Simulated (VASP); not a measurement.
Input:

```xyz
2
Lattice="1.6057 -2.7812 0.0000 1.6057 2.7812 0.0000 0.0000 0.0000 5.1746" Properties=species:S:1:pos:R:3 pbc="T T T"
Zr     1.6057     0.9271     1.2937
Zr     1.6057    -0.9271     3.8810
```

Level of theory: optB88-vdW, VASP's PBE PAW potentials (set 64) (plane waves; VASP). Numerical set-up: 520 eV cut-off, Gaussian smearing of 0.050 eV, potentials Zr_sv.

Problem. Give the energies of bands 9 to 15 at the high-symmetry points, in eV from the Fermi level.

Solution. 
| band | Γ | M | K | A | L | H |
|---|---|---|---|---|---|---|
| 9 | -5.63 | -2.62 | -2.13 | -3.94 | -2.90 | -1.48 |
| 10 | -3.07 | -2.52 | -1.34 | -3.94 | -2.90 | -1.48 |
| 11 | 0.82 | -2.20 | -1.34 | -0.05 | -1.14 | -1.27 |
| 12 | 0.82 | -0.13 | -1.10 | -0.05 | -1.14 | -1.27 |
| 13 | 0.85 | 0.55 | 0.21 | 0.74 | 1.70 | -0.04 |
| 14 | 1.17 | 0.70 | 0.21 | 0.74 | 1.70 | -0.04 |
| 15 | 1.49 | 1.37 | 1.74 | 0.74 | 2.20 | 1.96 |

It has no gap at this level: it comes out as a metal or semimetal.

The compound is Zr in the hcp structure. It was relaxed first.
